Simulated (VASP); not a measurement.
Wanted: the native input for a VASP 6.6.1 run.

```
Task                   : relaxation of cell and atoms
Functional             : PBE
Potentials or basis    : VASP PAW PBE potentials, release 64 (K_sv, Rh_pv)
Cutoff                 : 600 eV
k mesh                 : 7 × 7 × 7
Occupations            : methfessel-paxton, width 0.1 eV
Spin                   : no spin polarisation
Further INCAR settings : ALGO = Fast; EDIFF = 1e-06; IBRION = 2; EDIFFG = -0.01; NSW = 60; ISIF = 3
```

The structure of KRh lies in POSCAR:

```
KRh
1.0
    3.9266231500      0.0000000000      0.0000000000
    0.0000000000      3.9266231500      0.0000000000
    0.0000000000      0.0000000000      3.9266231500
K Rh
1 1
Direct
    0.0000000000      0.0000000000      0.0000000000
    0.5000000000      0.5000000000      0.5000000000
```

The cell was built by a generator and needn't be a form met in nature.

The input as run:

INCAR

```
SYSTEM = KRh
PREC = Accurate ; ENCUT = 600
EDIFF = 1E-6 ; ISMEAR = 1
SIGMA = 0.1 ; LREAL = .False.
LASPH = .True. ; NELM = 60
ALGO = Fast ; ISIF = 3
LWAVE = .False. ; LCHARG = .False.
GGA = PE ; IBRION = 2
NSW = 60 ; EDIFFG = -0.01
```

KPOINTS

```
regular mesh
0
Gamma
  7 7 7
  0 0 0
```

Potentials or basis: VASP PAW PBE potentials, release 64 (K_sv, Rh_pv).

Run with:

```sh
$ cat potpaw_PBE.64/K_sv/POTCAR potpaw_PBE.64/Rh_pv/POTCAR > POTCAR
$ mpirun -np 1 vasp_std > vasp.out
```

It gave:

```
Relaxed volume                         : 24.37 Å³/atom
Relaxed cell                           : a = 3.653 Å, b = 3.653 Å, c = 3.653 Å, α = 90.00°, β = 90.00°, γ = 90.00°
Space group after relaxing (to 0.05 Å) : Pm-3m (No. 221)
Energy gained by relaxing              : 76.6 meV/atom
Ionic steps                            : 3
Pressure after relaxing                : 0.0 GPa
Band gap on the k mesh                 : none (metal or under the smearing width)
```

Caveat: the volume moved by over 15 % at a fixed basis, so the end points are rough.

Run time: 67 s on 1 thread of Intel(R) Xeon(R) Platinum 8259CL CPU @ 2.50GHz (Skylake/Cascade Lake), on a shared host, peak memory 0.19 GiB.
